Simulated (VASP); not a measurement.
**Band gap of CdSe (Cadmoselite): mesh and cell**

How far does the LDA gap of CdSe (Cadmoselite) depend on mesh and cell? The starting structure is a measured crystal structure from the Crystallography Open Database. The atoms were first relaxed with LDA in that cell, in a run that isn't shown, and the relaxed structure is the one below.

Calculated with VASP 6.6.1; Kohn-Sham DFT with plane waves and PAW; LDA.

The database entry behind the starting cell has ideal inner coordinates that were not refined, so it need not match the best structure at ambient conditions.

## (1) Starting point

Symmetry: P6_3mc, No. 186, hexagonal system. Conventional cell: a = 4.299 Å, b = 4.299 Å, c = 7.015 Å, α = 90.00°, β = 90.00°, γ = 120.00°. Cd has 4 Se at 2.63 Å nearest. Nearest to Se lie 4 Cd at 2.63 Å. Farther neighbours and most contacts between anions are not listed.

As a file:

```
Cd Se
1.0
     4.29850    0.00000    0.00000
    -2.14925    3.72261    0.00000
     0.00000    0.00000    7.01520
Cd Se
2 2
Direct
  0.33333 0.66667 0.49985
  0.66667 0.33333 0.99985
  0.33333 0.66667 0.87515
  0.66667 0.33333 0.37515
```

## (2) Reference bands

INCAR reads:

```
SYSTEM = CdSe
PREC = Accurate
ENCUT = 350
EDIFF = 1E-06
NELM = 100
ISMEAR = 0
SIGMA = 0.03
LREAL = .FALSE.
ALGO = Normal
GGA = CA
NBANDS = 32
LORBIT = 11
LWAVE = .FALSE.
LCHARG = .FALSE.
KPAR = 8
LASPH = .TRUE.
```

POSCAR reads:

```
CdSe
1.0
    4.2985000000      0.0000000000      0.0000000000
   -2.1492500000      3.7226101982      0.0000000000
    0.0000000000      0.0000000000      7.0152000000
Cd Se
2 2
Direct
    0.3333333333      0.6666666667      0.4998477097
    0.6666666667      0.3333333333      0.9998477097
    0.3333333333      0.6666666667      0.8751522903
    0.6666666667      0.3333333333      0.3751522903
```

KPOINTS reads:

```
Automatic mesh
0
Gamma
6 6 4
0 0 0
```

KPOINTS_OPT reads:

```
Line mode
10
Line-mode
Reciprocal
  0.00000000   0.00000000   0.00000000 GAMMA
  0.50000000   0.00000000   0.00000000 M

  0.50000000   0.00000000   0.00000000 M
  0.33333333   0.33333333   0.00000000 K

  0.33333333   0.33333333   0.00000000 K
  0.00000000   0.00000000   0.00000000 GAMMA

  0.00000000   0.00000000   0.00000000 GAMMA
  0.00000000   0.00000000   0.50000000 A

  0.00000000   0.00000000   0.50000000 A
  0.50000000   0.00000000   0.50000000 L

  0.50000000   0.00000000   0.50000000 L
  0.33333333   0.33333333   0.50000000 H

  0.33333333   0.33333333   0.50000000 H
  0.00000000   0.00000000   0.50000000 A

  0.50000000   0.00000000   0.50000000 L
  0.50000000   0.00000000   0.00000000 M

  0.33333333   0.33333333   0.00000000 K
  0.33333333   0.33333333   0.50000000 H
```

Potentials, in the order of the species: Cd and Se (LDA family, release 64).

Run with:

```
$ mpirun -np 8 vasp_std
```

The log of the run:

```text
[banner, memory and clock lines left out]
running    8 mpi-ranks, on    1 nodes
 distrk:  each k-point on    1 cores,    8 groups
 distr:  one band on    1 cores,    1 groups

 POSCAR found type information on POSCAR CdSe
 POSCAR found :  2 types and       4 ions
|                                                                             |
|           W    W    AA    RRRRR   N    N  II  N    N   GGGG   !!!           |
|           W    W   A  A   R    R  NN   N  II  NN   N  G    G  !!!           |
|           W    W  A    A  R    R  N N  N  II  N N  N  G       !!!           |
|           W WW W  AAAAAA  RRRRR   N  N N  II  N  N N  G  GGG   !            |
|           WW  WW  A    A  R   R   N   NN  II  N   NN  G    G                |
|           W    W  A    A  R    R  N    N  II  N    N   GGGG   !!!           |
|                                                                             |
|     For optimal performance we recommend to set                             |
|       NCORE = 2 up to number-of-cores-per-socket                            |
|     NCORE specifies how many cores store one orbital (NPAR=cpu/NCORE).      |
|     This setting can greatly improve the performance of VASP for DFT.       |
|     The default, NCORE=1 might be grossly inefficient on modern             |
|     multi-core architectures or massively parallel machines. Do your        |
|     Unfortunately you need to use the default for GW and RPA                |
|     calculations (for HF NCORE is supported but not extensively tested      |
|     yet).                                                                   |
|                                                                             |

 LDA part: xc-table for (Slater(with rela. corr.)+CA(PZ))
 , standard interpolation
 POSCAR, INCAR and KPOINTS ok, starting setup
 FFT: planning ... GRIDC
 FFT: planning ... GRID_SOFT
 FFT: planning ... GRID
 WAVECAR not read
 entering main loop
       N       E                     dE             d eps       ncg     rms          rms(c)
DAV:   1     0.194022116510E+03    0.19402E+03   -0.13306E+04  1360   0.737E+02
DAV:   2    -0.505354440586E+01   -0.19908E+03   -0.19152E+03  1536   0.234E+02
DAV:   3    -0.141940249039E+02   -0.91405E+01   -0.90951E+01  1648   0.511E+01
DAV:   4    -0.142456157080E+02   -0.51591E-01   -0.51586E-01  1440   0.375E+00
DAV:   5    -0.142459371093E+02   -0.32140E-03   -0.32140E-03  1632   0.264E-01    0.907E+00
DAV:   6    -0.135536049312E+02    0.69233E+00   -0.85154E-01  1752   0.888E+00    0.713E+00
DAV:   7    -0.135028579892E+02    0.50747E-01   -0.37195E-01  1616   0.282E+00    0.244E+00
DAV:   8    -0.134955613051E+02    0.72967E-02   -0.42060E-02  1512   0.171E+00    0.344E-01
DAV:   9    -0.134949167767E+02    0.64453E-03   -0.47883E-03  1520   0.667E-01    0.736E-02
DAV:  10    -0.134948571093E+02    0.59667E-04   -0.36443E-04  1552   0.194E-01    0.461E-02
DAV:  11    -0.134948701418E+02   -0.13032E-04   -0.57886E-05  1552   0.413E-02    0.132E-02
DAV:  12    -0.134948695464E+02    0.59538E-06   -0.45775E-06  1536   0.210E-02
   1 F= -.13494870E+02 E0= -.13494870E+02  d E =-.491338E-16
 Start KPOINTS_OPT (optional k-point list driver)
k-point batch [1-21\90]
       N       E                     dE             ncg
DAV:   1     0.945966125111E+02   -0.14054E+05     1352
DAV:   2    -0.398140806835E+04   -0.40760E+04     1576
DAV:   3    -0.416271142570E+04   -0.18130E+03     1568
DAV:   4    -0.416372140570E+04   -0.10100E+01     1464
DAV:   5    -0.416372781629E+04   -0.64106E-02     1624
DAV:   6    -0.416372789540E+04   -0.79111E-04     1480
DAV:   7    -0.416372789671E+04   -0.13064E-05     1424
DAV:   8    -0.416372789677E+04   -0.59152E-07      976
[...]
k-point batch [85-90\90]
       N       E                     dE             ncg
DAV:   1     0.123697434328E+05   -0.58113E+04      384
DAV:   2     0.112305215879E+05   -0.11392E+04      448
DAV:   3     0.111807472604E+05   -0.49774E+02      464
DAV:   4     0.111804926640E+05   -0.25460E+00      424
DAV:   5     0.111804910692E+05   -0.15948E-02      464
DAV:   6     0.111804910502E+05   -0.19046E-04      464
DAV:   7     0.111804910499E+05   -0.29283E-06      424
```

It took 16 s on 8 MPI ranks of Intel Xeon Platinum 8259CL at 2.50GHz (Skylake/Cascade Lake), shared host; peak memory 1.6 GiB.

Lines that name or quote the potential files are left out of all logs, and their timing lines are given in words.

OUTCAR, selected parts (step 2):

```text
ion  position               nearest neighbor table
   1  0.333  0.667  0.500-   4 2.63   4 2.63   4 2.63   3 2.63
   2  0.667  0.333  1.000-   3 2.63   3 2.63   3 2.63   4 2.63
   3  0.333  0.667  0.875-   2 2.63   2 2.63   2 2.63   1 2.63
   4  0.667  0.333  0.375-   1 2.63   1 2.63   1 2.63   2 2.63

  LATTYP: Found a hexagonal cell.
 ALAT       =     4.2985000000
 C/A-ratio  =     1.6320111667

 Subroutine GETGRP returns: Found 12 space group operations
 (whereof  6 operations were pure point group operations)

The static configuration has the point symmetry C_3v.
 The point group associated with its full space group is C_6v.

 Found     21 irreducible k-points:

   k-points           NKPTS =     21   k-points in BZ     NKDIM =     21   number of bands    NBANDS=     32

   dimension x,y,z NGX =    28 NGY =   28 NGZ =   48
   dimension x,y,z NGXF=    56 NGYF=   56 NGZF=   96

   ENCUT  =  350.0 eV  25.72 Ry    5.07 a.u.   6.56  6.56 10.70*2*pi/ulx,y,z

   NELECT =      36.0000    total number of electrons

 k-points in reciprocal lattice and weights: Automatic mesh
   0.00000000  0.00000000  0.00000000       0.007
   0.16666667 -0.00000000  0.00000000       0.042
   0.33333333 -0.00000000  0.00000000       0.042
   0.50000000 -0.00000000  0.00000000       0.021
   0.16666667  0.16666667  0.00000000       0.042
   0.33333333  0.16666667  0.00000000       0.083
   0.33333333  0.33333333  0.00000000       0.014
   0.00000000  0.00000000  0.25000000       0.014
   0.16666667 -0.00000000  0.25000000       0.083
[...]
0.33333333  0.16666667  0.50000000       0.083
   0.33333333  0.33333333  0.50000000       0.014

 average (electrostatic) potential at core
       1 -40.6988       2 -40.6988       3 -62.6994       4 -62.6994

 E-fermi :   1.0026

 k-point     1 :       0.0000    0.0000    0.0000
  band No.  band energies     occupation
    ...
     14       0.0551      2.00000
     15       0.0551      2.00000
     16       0.7836      2.00000
     17       0.8405      2.00000
     18       0.8405      2.00000
     19       1.2567      0.00000
     20       2.8475      0.00000
     21       6.5502      0.00000
     22       6.5502      0.00000
     23       6.8360      0.00000
    ...

 k-point     2 :       0.1667   -0.0000    0.0000
  band No.  band energies     occupation
    ...
     14      -1.0272      2.00000
     15      -0.6441      2.00000
     16      -0.2730      2.00000
     17       0.5703      2.00000
     18       0.6427      2.00000
     19       2.6574      0.00000
     20       3.8322      0.00000
     21       5.9039      0.00000
     22       6.9190      0.00000
     23       6.9217      0.00000
    ...

 k-point     3 :       0.3333   -0.0000    0.0000
  band No.  band energies     occupation
    ...
     14      -2.3070      2.00000
     15      -1.8803      2.00000
     16      -0.8207      2.00000
     17      -0.0484      2.00000
     18       0.2531      2.00000
     19       3.6531      0.00000
     20       4.1107      0.00000
     21       5.7261      0.00000
     22       6.5054      0.00000
     23       7.1973      0.00000
    ...

  Total       -1.2574424     -1.2574424     -1.1964785      0.0000000      0.0000000      0.0000000
  in kB      -17.9470941    -17.9470941    -17.0769744      0.0000000      0.0000000      0.0000000
  external PRESSURE =     -17.6570542 kB  Pullay stress =       0.0000000 kB

  energy-cutoff  :      350.00
  volume of cell :      112.25
      direct lattice vectors                 reciprocal lattice vectors
     4.298500000  0.000000000  0.000000000     0.232639293  0.134314358  0.000000000
    -2.149250000  3.722610198  0.000000000     0.000000000  0.268628717  0.000000000
     0.000000000  0.000000000  7.015200000     0.000000000  0.000000000  0.142547611

 POSITION                                       TOTAL-FORCE (eV/Angst)
 -----------------------------------------------------------------------------------
     -0.00000      2.48174      3.50653         0.000000     -0.000000     -0.011955
      2.14925      1.24087      7.01413         0.000000      0.000000     -0.011955
     -0.00000      2.48174      6.13937         0.000000     -0.000000      0.011955
      2.14925      1.24087      2.63177        -0.000000      0.000000      0.011955
 -----------------------------------------------------------------------------------
    total drift:                                0.000000      0.000000     -0.000019

  FREE ENERGIE OF THE ION-ELECTRON SYSTEM (eV)
  ---------------------------------------------------
  free  energy   TOTEN  =       -13.4948695464 eV

  energy  without entropy=      -13.4948695464  energy(sigma->0) =      -13.49486955

 total charge
# of ion       s       p       d       tot
------------------------------------------
    1        0.458   0.320   9.528  10.306
    2        0.458   0.320   9.528  10.306
    3        1.450   2.377   0.023   3.849
    4        1.450   2.377   0.023   3.849
--------------------------------------------------
tot          3.815   5.395  19.101  28.311

[... 3 further parts left out ...]
```

Spin-orbit coupling is off here; it would split degenerate levels.

The reference gap is 0.416 eV.

## (3) Bands with cell and atoms relaxed by LDA

Against step 2 the input has another starting structure. The cell comes from a relaxation at this level, not shown (109.11 Å³).

INCAR is that of step 2.

POSCAR reads:

```
CdSe
1.0
    4.2569516089      0.0000000000      0.0000000000
   -2.1284758045      3.6866282361      0.0000000000
    0.0000000000      0.0000000000      6.9523646200
Cd Se
2 2
Direct
    0.3333333333      0.6666666667      0.4997761736
    0.6666666667      0.3333333333      0.9997761736
    0.3333333333      0.6666666667      0.8752238264
    0.6666666667      0.3333333333      0.3752238264
```

KPOINTS is that of step 2.

KPOINTS_OPT is that of step 2.

Run with:

```
$ mpirun -np 8 vasp_std
```

The log of the run:

```text
[banner, memory and clock lines left out]
running    8 mpi-ranks, on    1 nodes
[...]
[... a notice as in an earlier step ...]

 LDA part: xc-table for (Slater(with rela. corr.)+CA(PZ))
 , standard interpolation
 POSCAR, INCAR and KPOINTS ok, starting setup
[...]
entering main loop
       N       E                     dE             d eps       ncg     rms          rms(c)
DAV:   1     0.190138979288E+03    0.19014E+03   -0.13565E+04  1376   0.747E+02
DAV:   2    -0.523535408871E+01   -0.19537E+03   -0.18778E+03  1544   0.232E+02
DAV:   3    -0.142049567332E+02   -0.89696E+01   -0.89256E+01  1624   0.508E+01
DAV:   4    -0.142555639901E+02   -0.50607E-01   -0.50602E-01  1496   0.370E+00
[...]
DAV:  10    -0.135073662852E+02    0.55678E-04   -0.37231E-04  1560   0.196E-01    0.457E-02
DAV:  11    -0.135073774193E+02   -0.11134E-04   -0.50523E-05  1528   0.391E-02    0.132E-02
DAV:  12    -0.135073774308E+02   -0.11573E-07   -0.35958E-06  1528   0.188E-02
   1 F= -.13507377E+02 E0= -.13507377E+02  d E =-.158120E-14
 Start KPOINTS_OPT (optional k-point list driver)
k-point batch [1-21\90]
       N       E                     dE             ncg
DAV:   1     0.197535696265E+03   -0.13627E+05     1360
DAV:   2    -0.387264851649E+04   -0.40702E+04     1552
DAV:   3    -0.405099308438E+04   -0.17834E+03     1616
DAV:   4    -0.405194726488E+04   -0.95418E+00     1472
DAV:   5    -0.405195318720E+04   -0.59223E-02     1640
DAV:   6    -0.405195325952E+04   -0.72316E-04     1456
DAV:   7    -0.405195326071E+04   -0.11918E-05     1424
DAV:   8    -0.405195326077E+04   -0.56581E-07     1000
[...]
k-point batch [85-90\90]
       N       E                     dE             ncg
DAV:   1     0.130387290752E+05   -0.58262E+04      392
DAV:   2     0.118906915994E+05   -0.11480E+04      456
DAV:   3     0.118431056461E+05   -0.47586E+02      464
DAV:   4     0.118428817106E+05   -0.22394E+00      424
DAV:   5     0.118428803266E+05   -0.13841E-02      464
DAV:   6     0.118428803100E+05   -0.16557E-04      448
DAV:   7     0.118428803098E+05   -0.24166E-06      400
```

Wall time 15 s (8 MPI ranks); peak memory 1.6 GiB.

Parts of OUTCAR (step 3):

```text
  Total       -0.1537599     -0.1537599     -0.1590293      0.0000000      0.0000000      0.0000000
  in kB       -2.2578402     -2.2578402     -2.3352157      0.0000000      0.0000000      0.0000000
  external PRESSURE =      -2.2836320 kB  Pullay stress =       0.0000000 kB

 POSITION                                       TOTAL-FORCE (eV/Angst)
 -----------------------------------------------------------------------------------
     -0.00000      2.45775      3.47463        -0.000000      0.000000      0.000823
      2.12848      1.22888      6.95081         0.000000      0.000000      0.000823
     -0.00000      2.45775      6.08488         0.000000     -0.000000     -0.000823
      2.12848      1.22888      2.60869         0.000000      0.000000     -0.000823
 -----------------------------------------------------------------------------------
    total drift:                                0.000000      0.000000      0.000784

  FREE ENERGIE OF THE ION-ELECTRON SYSTEM (eV)
  ---------------------------------------------------
  free  energy   TOTEN  =       -13.5073774308 eV

  energy  without entropy=      -13.5073774308  energy(sigma->0) =      -13.50737743

[... 1 part as in an earlier step ...]

[... 2 further parts left out ...]
[key lines of the parts left out:]
E-fermi :   1.2308
```

With cell and atoms relaxed by LDA the gap is 0.478 eV, +0.061 eV from the reference.

## (4) Bands with a 9×9×4 mesh

Against step 2 the input has a 9×9×4 mesh.

INCAR is that of step 3.

POSCAR reads:

```
CdSe
1.0
    4.2985000000      0.0000000000      0.0000000000
   -2.1492500000      3.7226101982      0.0000000000
    0.0000000000      0.0000000000      7.0152000000
Cd Se
2 2
Direct
    0.3333333333      0.6666666667      0.4998477097
    0.6666666667      0.3333333333      0.9998477097
    0.3333333333      0.6666666667      0.8751522903
    0.6666666667      0.3333333333      0.3751522903
```

KPOINTS reads:

```
Automatic mesh
0
Gamma
9 9 4
0 0 0
```

KPOINTS_OPT is that of step 3.

Run with:

```
$ mpirun -np 8 vasp_std
```

The log of the run:

```text
[... set-up lines as in an earlier step ...]
 entering main loop
       N       E                     dE             d eps       ncg     rms          rms(c)
DAV:   1     0.194987639770E+03    0.19499E+03   -0.13413E+04  2328   0.742E+02
DAV:   2    -0.478355199268E+01   -0.19977E+03   -0.19169E+03  2648   0.234E+02
DAV:   3    -0.141928192458E+02   -0.94093E+01   -0.93624E+01  2824   0.517E+01
DAV:   4    -0.142480922099E+02   -0.55273E-01   -0.55268E-01  2504   0.382E+00
[...]
DAV:  10    -0.134999096160E+02    0.61468E-04   -0.36825E-04  2648   0.196E-01    0.457E-02
DAV:  11    -0.134999226856E+02   -0.13070E-04   -0.59029E-05  2688   0.416E-02    0.130E-02
DAV:  12    -0.134999220320E+02    0.65359E-06   -0.48338E-06  2664   0.215E-02
   1 F= -.13499922E+02 E0= -.13499922E+02  d E =-.158344E-16
 Start KPOINTS_OPT (optional k-point list driver)
k-point batch [1-36\90]
       N       E                     dE             ncg
DAV:   1     0.341753070965E+03   -0.18143E+05     2336
DAV:   2    -0.672098939560E+04   -0.70627E+04     2672
DAV:   3    -0.704171314827E+04   -0.32072E+03     2712
DAV:   4    -0.704350879741E+04   -0.17956E+01     2456
DAV:   5    -0.704352021141E+04   -0.11414E-01     2808
DAV:   6    -0.704352035716E+04   -0.14576E-03     2504
DAV:   7    -0.704352035975E+04   -0.25907E-05     2496
DAV:   8    -0.704352035986E+04   -0.10157E-06     1648
[...]
k-point batch [73-90\90]
       N       E                     dE             ncg
DAV:   1     0.131116685301E+05   -0.16429E+05     1192
DAV:   2     0.970350365773E+04   -0.34082E+04     1368
DAV:   3     0.955559678869E+04   -0.14791E+03     1368
DAV:   4     0.955482403855E+04   -0.77275E+00     1304
DAV:   5     0.955481910069E+04   -0.49379E-02     1392
DAV:   6     0.955481903939E+04   -0.61295E-04     1304
DAV:   7     0.955481903841E+04   -0.97957E-06     1208
```

Run time: 19 s. Hardware: 8 MPI ranks; peak memory 1.9 GiB.

Parts of OUTCAR (step 4):

```text
  Total       -1.2682737     -1.2682737     -1.1816649      0.0000000      0.0000000      0.0000000
  in kB      -18.1016856    -18.1016856    -16.8655439      0.0000000      0.0000000      0.0000000
  external PRESSURE =     -17.6896383 kB  Pullay stress =       0.0000000 kB

 POSITION                                       TOTAL-FORCE (eV/Angst)
 -----------------------------------------------------------------------------------
     -0.00000      2.48174      3.50653         0.000000     -0.000000     -0.013186
      2.14925      1.24087      7.01413         0.000000      0.000000     -0.013186
     -0.00000      2.48174      6.13937         0.000000     -0.000000      0.013186
      2.14925      1.24087      2.63177        -0.000000      0.000000      0.013186
 -----------------------------------------------------------------------------------
    total drift:                                0.000000      0.000000     -0.000022

  FREE ENERGIE OF THE ION-ELECTRON SYSTEM (eV)
  ---------------------------------------------------
  free  energy   TOTEN  =       -13.4999220320 eV

  energy  without entropy=      -13.4999220320  energy(sigma->0) =      -13.49992203

[... 1 part as in an earlier step ...]

[... 2 further parts left out ...]
[key lines of the parts left out:]
E-fermi :   1.0010
```

With a 9×9×4 mesh the gap is 0.418 eV, +0.002 eV from the reference.

## (5) The runs compared

| run | gap (eV) | change (eV) | core minutes |
| --- | --- | --- | --- |
| reference | 0.416 | - | 2.19 |
| cell and atoms relaxed by LDA | 0.478 | 0.061 | 2.05 |
| a 9×9×4 mesh | 0.418 | 0.002 | 2.53 |

Core minutes are wall time times ranks of the run shown, on a shared host.

## (6) Outcome

```
reference gap                          : 0.416 eV
gap with cell and atoms relaxed by LDA : 0.478 eV
gap with a 9×9×4 mesh                  : 0.418 eV
```

In words: Among the runs that read a gap along the path, the one with cell and atoms relaxed by LDA moves it most, by +0.061 eV. On finer settings it changes by +0.002 eV with a 9×9×4 mesh, not denser along every axis. The functional's own error isn't tested here. Further runs on this material are not shown.

[Lines on the potential files, build, host, timing and source positions are cut from VASP's logs without a mark.]

[Logs are printed without paths, hosts, clocks, repeated set-up lines and the standing remarks that a program may print on its own settings, such as how far it seeks lower states.]

[Hosts, paths, dates, database ids (printed as entryN), source tags and the programs' standing remarks are cut or masked in the printed files.]
